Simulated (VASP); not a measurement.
Here is the system:

```yaml
crystal:
  lattice:
    - [-2.00684, 2.00684, 4.24692]
    - [2.00684, -2.00684, 4.24692]
    - [2.00684, 2.00684, -4.24692]
  atoms:
    - { symbol: Li, position: [0.00000, 0.00000, 0.00000] }
    - { symbol: Ge, position: [0.75000, 0.25000, 0.50000] }
    - { symbol: Ge, position: [0.25000, 0.75000, 0.50000] }
    - { symbol: Ge, position: [0.50000, 0.50000, 0.00000] }
```

All values below come from PBEsol GGA, VASP's PBE PAW potentials (set 64) (plane waves; VASP). Run with 520 eV cut-off, 12×12×12 Γ-centred mesh, tetrahedra with Blöchl corrections, potentials Li_sv Ge_d.

Question: Estimate the energy per atom (σ→0), band gap (on the k-mesh) with the smallest direct gap where there is one.

Answer: 
```
Property                                                     Value
------------------------  ----------------------------------------
band gap (on the k-mesh)  none (metal, semimetal or under 0.01 eV)
energy per atom (σ→0)                               -4.223 eV/atom
```

Total energies compare only between runs with the same potentials, cut-off and functional.

The structure comes from a computed database's LiGe3 entry (I4/mmm); how it stands against other phases isn't given here. It was relaxed first, which changed the volume by -6 %. The electron count is odd and the run is not spin-polarised, which forces a metal.
